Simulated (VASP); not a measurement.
# CsK2SbF6 (C2/m) in VASP: notebook

Runs on CsK2SbF6. Level: LDA. Tasks: single point.

Program: VASP 6.6.1. These are calculated values, not measurements. Logs are shortened: lines on timing, memory, paths and dates and some standing lists are left out, and cuts for length are marked.

### Step 1. The structure

Symmetry: C2/m, No. 12, monoclinic system. Conventional cell: a = 11.059 Å, b = 6.385 Å, c = 7.063 Å, α = 90.00°, β = 125.26°, γ = 90.00°. K (site symmetry m) has 5 F at 2.55 to 2.76 Å as nearest neighbours. Around Cs (site symmetry 2/m) lie 6 F at 2.84 to 2.96 Å. Sb (site symmetry 2/m) has 6 F at 2.17 to 2.20 Å as nearest neighbours. F (site symmetry m) has 1 Sb at 2.17 Å as nearest neighbours. Around F (site symmetry 1) lie 1 Sb at 2.20 Å.

The cell comes from a database or a generator and needn't be the stable form of this composition.

### Step 2. Single point, LDA

The input, INCAR:

```
SYSTEM = CsK2SbF6
PREC     = Accurate       ! precision mode
ENCUT    = 520            ! plane-wave cutoff, eV
EDIFF    = 1E-7           ! SCF threshold, eV
ISMEAR   = 0              ! smearing method
SIGMA    = 0.01           ! smearing width, eV
LREAL    = .False.        ! projectors in reciprocal space
LASPH    = .True.         ! aspherical terms in the spheres
NELM     = 100            ! most SCF steps
ALGO     = Normal         ! electronic algorithm
ISIF     = 2              ! what is computed and relaxed
LWAVE    = .False.        ! write WAVECAR
LCHARG   = .False.        ! write CHGCAR
NBANDS   = 48             ! bands
```

The input, KPOINTS:

```
regular mesh
0
Gamma
  2 2 2
  0 0 0
```

The input, POSCAR:

```
CsK2SbF6
1.0
   -0.2516265271      4.9910445311      4.9910445311
    4.3982093111      0.1123031659      4.6271148381
    4.3982093111      4.6271148381      0.1123031659
K Cs Sb F
2 1 1 6
Direct
    0.6986482598      0.7608253934      0.7608253934
    0.3013517402      0.2391746066      0.2391746066
    0.5000000000      0.5000000000      0.5000000000
    0.0000000000      0.0000000000      0.0000000000
    0.9589567675      0.2105761284      0.2105761284
    0.2888950686      0.1329886717      0.6860180025
    0.0410432325      0.7894238716      0.7894238716
    0.2888950686      0.6860180025      0.1329886717
    0.7111049314      0.3139819975      0.8670113283
    0.7111049314      0.8670113283      0.3139819975
```

Potentials or basis: VASP PAW LDA potentials, release 64 (K_sv, Cs_sv, Sb, F).

Launch:

```sh
cat potpaw_LDA.64/K_sv/POTCAR potpaw_LDA.64/Cs_sv/POTCAR potpaw_LDA.64/Sb/POTCAR potpaw_LDA.64/F/POTCAR > POTCAR
mpirun -np 1 vasp_std > vasp.out
```

OUTCAR:

```text
SYSTEM = CsK2SbF6
   PREC = Accurate
   ENCUT = 520
   EDIFF = 1E-7
   ISMEAR = 0
   LREAL = .False.
   LASPH = .True.
   NELM = 100
   ISIF = 2

 ion  position               nearest neighbor table
   1  0.699  0.761  0.761-   9 2.55  10 2.55   7 2.61   6 2.76   8 2.76
   2  0.301  0.239  0.239-   6 2.55   8 2.55   5 2.61   9 2.76  10 2.76
   3  0.500  0.500  0.500-
   4  0.000  0.000  0.000-   5 2.17   7 2.17   6 2.20   8 2.20   9 2.20  10 2.20
   5  0.959  0.211  0.211-   4 2.17   2 2.61
   6  0.289  0.133  0.686-   4 2.20   2 2.55   1 2.76
   7  0.041  0.789  0.789-   4 2.17   1 2.61
   8  0.289  0.686  0.133-   4 2.20   2 2.55   1 2.76
   9  0.711  0.314  0.867-   4 2.20   1 2.55   2 2.76
  10  0.711  0.867  0.314-   4 2.20   1 2.55   2 2.76

  LATTYP: Found a base centered monoclinic cell.
 ALAT       =    11.0589848815
 B/A-ratio  =     0.5773502692
 C/A-ratio  =     0.6386559582
 COS(beta)  =    -0.5773502692

  Lattice vectors:

 A1 = (   4.3982093111,   4.6271148381,   0.1123031659)
 A2 = (   4.3982093111,   0.1123031659,   4.6271148381)
 A3 = (   0.2516265271,  -4.9910445311,  -4.9910445311)

Analysis of symmetry for initial positions (statically):
=====================================================================
 Subroutine PRICEL returns:
 Original cell was already a primitive cell.

 Routine SETGRP: Setting up the symmetry group for a
 base centered monoclinic supercell.

 Subroutine GETGRP returns: Found  4 space group operations
 (whereof  4 operations were pure point group operations)
 out of a pool of  4 trial point group operations.

The static configuration has the point symmetry C_2h.

Analysis of symmetry for dynamics (positions and initial velocities):
=====================================================================
 Subroutine PRICEL returns:
 Original cell was already a primitive cell.

 Routine SETGRP: Setting up the symmetry group for a
 base centered monoclinic supercell.

 Subroutine GETGRP returns: Found  4 space group operations
 (whereof  4 operations were pure point group operations)
 out of a pool of  4 trial point group operations.

The dynamic configuration has the point symmetry C_2h.

 Subroutine INISYM returns: Found  4 space group operations
 (whereof  4 operations are pure point group operations),
 and found     1 'primitive' translations

----------------------------------------------------------------------------------------

                                     Primitive cell

  volume of cell :     203.5994

  direct lattice vectors                    reciprocal lattice vectors
    -0.251626527  4.991044531  4.991044531    -0.105096474  0.097530180  0.097530180
     4.398209311  0.112303166  4.627114838     0.110676286 -0.107956685  0.113536497
     4.398209311  4.627114838  0.112303166     0.110676286  0.113536497 -0.107956685

  length of vectors
     7.062886586  6.384907898  6.384907898     0.173405711  0.191818722  0.191818722

  position of ions in fractional coordinates (direct lattice)
     0.698648260  0.760825393  0.760825393
     0.301351740  0.239174607  0.239174607
     0.500000000  0.500000000  0.500000000
     0.000000000  0.000000000  0.000000000
     0.958956767  0.210576128  0.210576128
     0.288895069  0.132988672  0.686018002
     0.041043233  0.789423872  0.789423872
     0.288895069  0.686018002  0.132988672
     0.711104931  0.313981998  0.867011328
     0.711104931  0.867011328  0.313981998

  ion indices of the primitive-cell ions
   primitive index   ion index
                 1           1
                 2           2
                 3           3
                 4           4
                 5           5
                 6           6
                 7           7
                 8           8
                 9           9
                10          10

----------------------------------------------------------------------------------------

 KPOINTS: regular mesh

Automatic generation of k-mesh.
 Grid dimensions read from file:
 generate k-points for:    2    2    2

 Generating k-lattice:

  Cartesian coordinates                     Fractional coordinates (reciprocal lattice)
    -0.052548237  0.048765090  0.048765090     0.500000000 -0.000000000 -0.000000000
     0.055338143 -0.053978342  0.056768248     0.000000000  0.500000000 -0.000000000
     0.055338143  0.056768248 -0.053978342     0.000000000 -0.000000000  0.500000000

  Length of vectors
     0.086702856  0.095909361  0.095909361

  Shift w.r.t. Gamma in fractional coordinates (k-lattice)
     0.000000000  0.000000000  0.000000000

 Subroutine IBZKPT returns following result:
 ===========================================

 Found      6 irreducible k-points:

 Following reciprocal coordinates:
            Coordinates               Weight
  0.000000  0.000000  0.000000      1.000000
  0.500000  0.000000 -0.000000      1.000000
  0.000000  0.500000  0.000000      2.000000
  0.500000  0.500000  0.000000      2.000000
 -0.000000  0.500000  0.500000      1.000000
  0.500000  0.500000  0.500000      1.000000
   k-points           NKPTS =      6   k-points in BZ     NKDIM =      6   number of bands    NBANDS=     48
   number of dos      NEDOS =    301   number of ions     NIONS =     10
   total plane-waves  NPLWV = 124416
   dimension x,y,z NGX =    54 NGY =   48 NGZ =   48
   dimension x,y,z NGXF=   108 NGYF=   96 NGZF=   96
   ions per type =               2   1   1   6
   NGX,Y,Z   is equivalent  to a cutoff of  12.71, 12.50, 12.50 a.u.
   NGXF,Y,Z  is equivalent  to a cutoff of  25.42, 25.00, 25.00 a.u.
 SYSTEM =  CsK2SbF6
   PREC   = accura    normal or accurate (medium, high low for compatibility)
   ISTART =      0    job   : 0-new  1-cont  2-samecut
   ICHARG =      2    charge: 1-file 2-atom 10-const
   ISPIN  =      1    spin polarized calculation?
   LNONCOLLINEAR =      F non collinear calculations
   LSORBIT =      F    spin-orbit coupling
   LASPH  =      T    aspherical Exc in radial PAW
   ENCUT  =  520.0 eV  38.22 Ry    6.18 a.u.  13.13 11.87 11.87*2*pi/ulx,y,z
   NELM   =    100;   NELMIN=  2; NELMDL= -5     # of ELM steps
   EDIFF  = 0.1E-06   stopping-criterion for ELM
   LREAL  =      F    real-space projection
   EDIFFG = 0.1E-05   stopping-criterion for IOM
   NSW    =      0    number of steps for IOM
   IBRION =     -1    ionic relax: 0-MD 1-quasi-New 2-CG
   NFREE  =      0    steps in history (QN), initial steepest desc. (CG)
   ISIF   =      2    stress and relaxation
   ISYM   =      2    0-nonsym 1-usesym 2-fastsym
   POTIM  = 0.5000    time-step for ionic-motion
   TEBEG  =    0.0;   TEEND  =   0.0 temperature during run
   PSTRESS=    0.0 pullay stress
   NELECT =      74.0000    total number of electrons
   NUPDOWN=      -1.0000    fix difference up-down
   EMIN   =  10.00;   EMAX   =-10.00  energy-range for DOS
   EFERMI =   0.00;   METHOD = LEGACY
   ISMEAR =     0;   SIGMA  =   0.01  broadening in eV -4-tet -1-fermi 0-gaus
   EFERMI_NEDOS =   21; number of points for ismear=-14 and -15
   IALGO  =     38    algorithm
   IMIX   =      4    mixing-type and parameters
     AMIX     =   0.40;   BMIX     =  1.00
     AMIX_MAG =   1.60;   BMIX_MAG =  1.00
  volume/ion in A,a.u.               =      20.36       137.40
  Fermi-wavevector in a.u.,A,eV,Ry     =   1.168315  2.207795 18.571403  1.364960
  Thomas-Fermi vector in A             =   2.304803
   LORBIT       =      0    0 simple, 1 ext, 2 COOP (PROOUT), +10 PAW based schemes
   GGA     = CA    functional components
   LHFCALC =     F    Hartree Fock is set to
   AEXX    =    0.0000 exact exchange contribution
   IVDW    =     0    specifies the selected vdW correction
   LEPSILON=     F    determine dielectric tensor
   LRPA    =     F    only Hartree local field effects (RPA)
 non-spin polarized calculation
 Gauss-broadening in eV      SIGMA  =   0.01
  energy-cutoff  :      520.00
  volume of cell :      203.60
 maximum number of plane-waves:      5508
 NGX is ok and might be reduce to    54
   NGX = 27   NGY = 23   NGZ = 23

 number of electron      74.0000022 magnetization

 Free energy of the ion-electron system (eV)
  ---------------------------------------------------
  ext. energy  EPLUGINS =         0.00000000
  ---------------------------------------------------
  free energy    TOTEN  =       -48.03740776 eV

  energy without entropy =      -48.03740776  energy(sigma->0) =      -48.03740776

 E-fermi :   0.3802     XC(G=0):  -8.8903

 val. band max:        0.2406006303   @ k =   0.5000   0.0000  -0.0000
 cond. band min:       3.9102034348   @ k =   0.0000   0.5000   0.0000
 fundamental gap:      3.6696028045
 Fermi energy:         0.3801986609

 k-point     1 :       0.0000    0.0000    0.0000
  band No.  band energies     occupation
      1     -27.9834      2.00000
      2     -27.9654      2.00000
      3     -21.7310      2.00000
      4     -21.4927      2.00000
      5     -21.3656      2.00000
      6     -21.3274      2.00000
[... 40 lines left out ...]
     47       8.2584      0.00000
     48       8.3959      0.00000

 k-point     2 :       0.5000    0.0000   -0.0000
  band No.  band energies     occupation
      1     -27.9814      2.00000
      2     -27.9670      2.00000
      3     -21.6681      2.00000
      4     -21.5722      2.00000
      5     -21.4311      2.00000
      6     -21.2599      2.00000
[... 40 lines left out ...]
     47       8.0381      0.00000
     48       8.3861      0.00000

 k-point     3 :       0.0000    0.5000    0.0000
  band No.  band energies     occupation
      1     -27.9749      2.00000
      2     -27.9731      2.00000
      3     -21.6731      2.00000
      4     -21.5141      2.00000
      5     -21.4388      2.00000
      6     -21.3043      2.00000
[... 40 lines left out ...]
     47       8.1972      0.00000
     48       8.3236      0.00000

 k-point     4 :       0.5000    0.5000    0.0000
  band No.  band energies     occupation
      1     -27.9756      2.00000
      2     -27.9723      2.00000
      3     -21.6832      2.00000
      4     -21.5119      2.00000
      5     -21.4014      2.00000
      6     -21.3464      2.00000
[... 40 lines left out ...]
     47       7.7553      0.00000
     48       8.2386      0.00000

 k-point     5 :      -0.0000    0.5000    0.5000
  band No.  band energies     occupation
      1     -27.9795      2.00000
      2     -27.9683      2.00000
      3     -21.6808      2.00000
      4     -21.5319      2.00000
      5     -21.4358      2.00000
      6     -21.2563      2.00000
[... 40 lines left out ...]
     47       8.3673      0.00000
     48       8.5389      0.00000

 k-point     6 :       0.5000    0.5000    0.5000
  band No.  band energies     occupation
      1     -27.9793      2.00000
      2     -27.9686      2.00000
      3     -21.7001      2.00000
      4     -21.5329      2.00000
      5     -21.3623      2.00000
      6     -21.3321      2.00000
[... 40 lines left out ...]
     47       8.4026      0.00000
     48       8.5716      0.00000

------------------------ aborting loop because EDIFF is reached ----------------------------------------

  FORCE on cell =-STRESS in cart. coord.  units (eV):
  Direction    XX          YY          ZZ          XY          YZ          ZX
  --------------------------------------------------------------------------------------
  -------------------------------------------------------------------------------------
  Total       -1.2191109     -2.1973069     -2.1973069      0.8262278     -2.2001487      0.8262278
  in kB       -9.5935047    -17.2911864    -17.2911864      6.5018040    -17.3135496      6.5018040
  external PRESSURE =     -14.7252925 kB  Pullay stress =       0.0000000 kB

 VOLUME and BASIS-vectors are now :
 -----------------------------------------------------------------------------
  energy-cutoff  :      520.00
  volume of cell :      203.60
      direct lattice vectors                 reciprocal lattice vectors
    -0.251626527  4.991044531  4.991044531    -0.105096474  0.097530180  0.097530180
     4.398209311  0.112303166  4.627114838     0.110676286 -0.107956685  0.113536497
     4.398209311  4.627114838  0.112303166     0.110676286  0.113536497 -0.107956685

 POSITION                                       TOTAL-FORCE (eV/Angst)
 -----------------------------------------------------------------------------------
      6.51674      7.09285      7.09285         0.011960      0.008429      0.008429
      2.02805      2.63761      2.63761        -0.011960     -0.008429     -0.008429
      4.27240      4.86523      4.86523         0.000000      0.000000      0.000000
      0.00000      0.00000      0.00000         0.000000      0.000000      0.000000
      1.61102      5.78420      5.78420        -0.037197     -0.018465     -0.018465
      3.52947      4.63111      2.13428         0.026675      0.006006     -0.052061
      6.93378      3.94626      3.94626         0.037197      0.018465      0.018465
      3.52947      2.13428      4.63111         0.026675     -0.052061      0.006006
      5.01532      7.59618      5.09936        -0.026675      0.052061     -0.006006
      5.01532      5.09936      7.59618        -0.026675     -0.006006      0.052061
 -----------------------------------------------------------------------------------
    total drift:                                0.000000      0.000000      0.000000

  FREE ENERGIE OF THE ION-ELECTRON SYSTEM (eV)
  ---------------------------------------------------
  free  energy   TOTEN  =       -48.0374077588 eV

  energy  without entropy=      -48.0374077588  energy(sigma->0) =      -48.03740776
```

It took 90 s on 1 thread of Intel Xeon Platinum 8488C (Sapphire Rapids), shared host; peak memory 0.3 GiB.

Results:

```yaml
Free_energy: -48.0374 eV
Pressure: -1.5 GPa
Largest_force: 0.059 eV/Å
Band_gap_on_the_k_mesh: 3.67 eV, indirect (least direct gap 3.72 eV)
```

Forces on the atoms (eV/Å):
```
K    0.012  0.008  0.008
K   -0.012 -0.008 -0.008
Cs   0.000  0.000  0.000
Sb   0.000  0.000  0.000
F   -0.037 -0.018 -0.018
F    0.027  0.006 -0.052
F    0.037  0.018  0.018
F    0.027 -0.052  0.006
F   -0.027  0.052 -0.006
F   -0.027 -0.006  0.052
```

Caveat: the k mesh is coarse (spacing up to 0.60 Å⁻¹), so the values aren't converged; spin-orbit coupling is left out, which moves the levels of the heavy elements.

(Continued in part 2 of 2.)
